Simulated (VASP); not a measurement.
Method: PBE GGA, VASP's PBE PAW potentials (set 64) (plane waves; VASP).

VASP ran on this input.

INCAR:
```
! general
SYSTEM  = Na
PREC    = Accurate
ENCUT   = 500   ! plane-wave cut-off (eV)
LREAL   = .False.   ! projection in real space or not
LASPH   = .True.   ! aspherical one-centre terms

! electronic loop
EDIFF   = 1E-6   ! SCF stop (eV)
NELM    = 100   ! most electronic steps
ALGO    = Normal   ! blocked Davidson

! smearing
ISMEAR  = 1   ! Methfessel-Paxton
SIGMA   = 0.1   ! width (eV)

! functional
GGA     = PE   ! PBE

! ions
IBRION  = 2   ! conjugate gradients
NSW     = 40
ISIF    = 3
EDIFFG  = -0.02
PSTRESS = 300   ! kbar

! output
LWAVE   = .False.
LCHARG  = .False.
```

File KPOINTS:
```
Automatic mesh
0
Gamma
15 15 15
0 0 0
```

File POSCAR:
```
Na
1
   -1.6632835835     1.6632835835     1.6632835835
    1.6632835835    -1.6632835835     1.6632835835
    1.6632835835     1.6632835835    -1.6632835835
Na
1
Direct
  0.0000000000   0.0000000000   0.0000000000
```

POTCAR, in this order: Na_pv (PBE.64 set). Program: vasp_std.

Energy and stress use the plane-wave basis of the starting cell.

### Question
Predict the energy per atom (σ→0), volume per atom, band gap (on the k-mesh).

### Answer

```
Property                                                    Result
------------------------  ----------------------------------------
energy per atom (σ→0)                               -0.318 eV/atom
band gap (on the k-mesh)  none (metal, semimetal or under 0.01 eV)
volume per atom                                      16.25 Å³/atom
```

OSZICAR:
```
...
DAV:   1    -0.411977091216E+00   -0.25210E+00   -0.32257E+00  1680   0.453E+01    0.210E+00
DAV:   2    -0.342857294461E+00    0.69120E-01   -0.80597E-02  1687   0.677E+00    0.106E+00
DAV:   3    -0.319853700646E+00    0.23004E-01   -0.41845E-02  1764   0.464E+00    0.986E-02
DAV:   4    -0.318302306455E+00    0.15514E-02   -0.21059E-03  1757   0.115E+00    0.132E-02
DAV:   5    -0.318299711270E+00    0.25952E-05   -0.20396E-05  1897   0.932E-02    0.361E-03
DAV:   6    -0.318295970693E+00    0.37406E-05   -0.44347E-06  1757   0.537E-02    0.349E-04
DAV:   7    -0.318295976305E+00   -0.56124E-08   -0.33349E-08   896   0.383E-03
   3 F= 0.27249516E+01 E0= 0.27250939E+01  d E =-.724669E-01
```

The compound is Na in the bcc structure. This run relaxes it under an external pressure of 30 GPa. Symmetry was kept, so distortions that lower it aren't found.
